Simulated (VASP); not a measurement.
Input:

```
Co2YGe2
1.0
   -1.97187     1.97187     5.04209
    1.97187    -1.97187     5.04209
    1.97187     1.97187    -5.04209
Y Co Ge
1 2 2
Direct
  0.00000   0.00000   0.00000
  0.75000   0.25000   0.50000
  0.25000   0.75000   0.50000
  0.62888   0.62888   0.00000
  0.37112   0.37112   0.00000
```

Calculation: LDA (Ceperley-Alder, Perdew-Zunger), VASP's LDA PAW potentials (set 64) (plane waves; VASP 6.6.1). Run with 300 eV cut-off, 7×7×7 Γ-centred mesh, Gaussian smearing of 0.20 eV, potentials Y_sv Co Ge_d.

At this cut-off the stress carries a Pulay error, which pulls relaxed volumes low.

Q: Which forces act on the atoms, in eV/Å?

A: 
```
atom     Fx     Fy      Fz
----  -----  -----  ------
Y1    0.000  0.000   0.000
Co2   0.000  0.000   0.000
Co3   0.000  0.000   0.000
Ge4   0.000  0.000   0.209
Ge5   0.000  0.000  -0.209
```

Q: Give the stress tensor in GPa (positive for a compressed cell).

A: 
```
-8.24   0.00   0.00
 0.00  -8.24   0.00
 0.00   0.00  -8.15
```
The pressure is its mean diagonal, -8.21 GPa.

The structure comes from a computed database's Co2YGe2 entry; how it stands against other phases isn't given here. The cell was not relaxed at this level. The k-mesh is coarse (spacing up to 0.32 per Å, 2π included), so the numbers may not be converged in it. The run is not spin-polarised, so no magnetic state was tried. The electron count is odd and the run is not spin-polarised, which forces a metal.
